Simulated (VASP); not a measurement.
Method: PBEsol GGA, VASP's PBE PAW potentials (set 64) (plane waves; VASP 6.6.1).

Input for VASP

POSCAR:
```
LiV
1
    2.7365210000     0.0000000000     0.0000000000
    0.0000000000     2.7365210000     0.0000000000
    0.0000000000     0.0000000000     3.5867970000
Li V
1 1
Direct
  0.5000000000   0.5000000000   0.5000000000
  0.0000000000   0.0000000000   0.0000000000
```

### INCAR
```
SYSTEM = LiV
PREC = Accurate; ENCUT = 400; LREAL = .FALSE.
LASPH = .TRUE.
EDIFF = 1E-6; NELM = 100; ALGO = Normal
LMAXMIX = 4
ISMEAR = 0; SIGMA = 0.05
GGA = PS
MAGMOM = 0.0 2.0
ISPIN = 2
ISIF = 2
LWAVE = .FALSE.; LCHARG = .FALSE.; LORBIT = 11
```

**KPOINTS**
```
Automatic
0
gamma
11 11 9
0 0 0
```

POTCAR, in this order: Li_sv V_sv (PBE.64 set). Program: vasp_std.

Output

OSZICAR:
```
       N       E                     dE             d eps       ncg     rms          rms(c)
DAV:   1     0.101950161148E+03    0.10195E+03   -0.75403E+03  5523   0.114E+03
DAV:   2    -0.630771438615E+01   -0.10826E+03   -0.10496E+03  5710   0.333E+02
DAV:   3    -0.121679618696E+02   -0.58602E+01   -0.57783E+01  9924   0.600E+01
DAV:   4    -0.122379959454E+02   -0.70034E-01   -0.69956E-01  6193   0.573E+00
DAV:   5    -0.122387185587E+02   -0.72261E-03   -0.72218E-03  7807   0.509E-01    0.166E+01
DAV:   6    -0.103824162256E+02    0.18563E+01   -0.15579E+01  5693   0.439E+01    0.727E+00
DAV:   7    -0.998851697339E+01    0.39390E+00   -0.30248E+00  5611   0.191E+01    0.164E+00
DAV:   8    -0.997008051003E+01    0.18436E-01   -0.73213E-02  6090   0.265E+00    0.653E-01
DAV:   9    -0.996651102445E+01    0.35695E-02   -0.10344E-02  6924   0.112E+00    0.177E-01
DAV:  10    -0.996685526099E+01   -0.34424E-03   -0.13939E-03  6450   0.413E-01    0.108E-01
DAV:  11    -0.996691221106E+01   -0.56950E-04   -0.94812E-05  6834   0.115E-01    0.626E-02
DAV:  12    -0.996693882964E+01   -0.26619E-04   -0.23548E-05  5920   0.541E-02    0.223E-02
DAV:  13    -0.996694736739E+01   -0.85377E-05   -0.76356E-06  6262   0.316E-02    0.187E-02
DAV:  14    -0.996695575955E+01   -0.83922E-05   -0.72620E-06  5990   0.274E-02    0.129E-02
DAV:  15    -0.996696152019E+01   -0.57606E-05   -0.28799E-06  5912   0.153E-02    0.113E-02
DAV:  16    -0.996697432256E+01   -0.12802E-04   -0.22048E-05  6187   0.388E-02    0.798E-03
DAV:  17    -0.996698205902E+01   -0.77365E-05   -0.11475E-05  6521   0.261E-02    0.720E-03
DAV:  18    -0.996698411720E+01   -0.20582E-05   -0.91213E-07  3536   0.810E-03    0.655E-03
DAV:  19    -0.996698499751E+01   -0.88031E-06   -0.24321E-07  2805   0.430E-03
   1 F= -.99669850E+01 E0= -.99651276E+01  d E =-.371479E-02  mag=     0.5250
```

OUTCAR:
```
------------------------ aborting loop because EDIFF is reached ----------------------------------------
  FORCE on cell =-STRESS in cart. coord.  units (eV):
  Direction    XX          YY          ZZ          XY          YZ          ZX
  --------------------------------------------------------------------------------------
  Total       -1.9757042     -1.9757042      0.1245984      0.0000000     -0.0000000      0.0000000
  in kB     -117.8496068   -117.8496068      7.4322212      0.0000000     -0.0000000      0.0000000
  external PRESSURE =     -76.0889975 kB  Pullay stress =       0.0000000 kB
  volume of cell :       26.86
      direct lattice vectors                 reciprocal lattice vectors
     2.736521000  0.000000000  0.000000000     0.365427490  0.000000000  0.000000000
     0.000000000  2.736521000  0.000000000     0.000000000  0.365427490  0.000000000
     0.000000000  0.000000000  3.586797000     0.000000000  0.000000000  0.278800278
 POSITION                                       TOTAL-FORCE (eV/Angst)
 -----------------------------------------------------------------------------------
      1.36826      1.36826      1.79340         0.000000      0.000000      0.000000
      0.00000      0.00000      0.00000         0.000000      0.000000      0.000000
 -----------------------------------------------------------------------------------
    total drift:                                0.000000     -0.000000      0.000000
  FREE ENERGIE OF THE ION-ELECTRON SYSTEM (eV)
  ---------------------------------------------------
  free  energy   TOTEN  =        -9.9669849975 eV

  energy  without entropy=       -9.9632702114  energy(sigma->0) =       -9.96512760

 total charge

# of ion       s       p       d       tot
------------------------------------------
    1        2.055   0.117   0.000   2.172
    2        2.313   6.121   3.005  11.439
--------------------------------------------------
tot          4.368   6.238   3.005  13.611

 magnetization (x)

# of ion       s       p       d       tot
------------------------------------------
    1        0.001   0.005   0.000   0.006
    2        0.003   0.023   0.370   0.396
--------------------------------------------------
tot          0.003   0.028   0.370   0.402
```
(Selected blocks of OUTCAR.)

At this cut-off the stress carries a Pulay error, which pulls relaxed volumes low.

The structure was generated: LiV was put into an ordered model structure, which need not be its known phase. The cell was not relaxed at this level. The run is one of a series of settings (GGA = PS against the base run), some of them coarse on purpose.
